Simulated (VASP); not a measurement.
Input of a VASP 6.6.1 run:

File INCAR:

```
SYSTEM = Si2W
  ALGO = Normal
  EDIFF = 1E-6
  ENCUT = 520
  GGA = PE
  ISIF = 2
  ISMEAR = 1
  LASPH = .TRUE.
  LCHARG = .FALSE.
  LMAXMIX = 4
  LREAL = .FALSE.
  LWAVE = .FALSE.
  NELM = 80
  PREC = Accurate
  SIGMA = 0.1
```

Contents of KPOINTS:

```
k-points
0
G
  16 16 16
  0 0 0
```

The input POSCAR:

```
Si2W                                    
1.0
   -1.6021137919      1.6021137919      3.9095849750
    1.6021137919     -1.6021137919      3.9095849750
    1.6021137919      1.6021137919     -3.9095849750
  Si              W             
     2     1
Direct
     0.3344596783827676    0.3344596783827676    0.0000000000000000
     0.6655403216172323    0.6655403216172323    0.0000000000000000
     0.0000000000000000    0.0000000000000000    0.0000000000000000
```

Contents of KPOINTS_OPT:

```
explicit points
243
Reciprocal
 0.0000000000  0.0000000000  0.0000000000 1
 0.0000000000  0.0000000000  0.0357142857 1
 0.0000000000  0.0000000000  0.0714285714 1
 0.0000000000  0.0000000000  0.1071428571 1
 0.0000000000  0.0000000000  0.1428571429 1
 0.0000000000  0.0000000000  0.1785714286 1
[... 235 lines left out ...]
 0.0218079300  0.0218079300  0.4781920700 1
-0.0218079300 -0.0218079300  0.5218079300 1
```

Potentials or basis: VASP PAW PBE potentials, release 64 (Si, W_sv).

Command:

```bash
$ cat potpaw_PBE.64/Si/POTCAR potpaw_PBE.64/W_sv/POTCAR > POTCAR
$ mpirun -np 1 vasp_std > vasp.out
```

Problem. What does it give for the pressure?

Solution. 5.0 GPa.

Problem. What does it give for the largest force?

Solution. 0.054 eV/Å.

Problem. Estimate the band gap along the path.

Solution. None (metal or under the smearing width).

Forces in eV/Å, atoms in the order of the input:
```
Si   0.000  0.000 -0.054
Si   0.000  0.000  0.054
W    0.000  0.000  0.000
```

Caveat: spin-orbit coupling is left out, which moves the levels of the heavy elements.
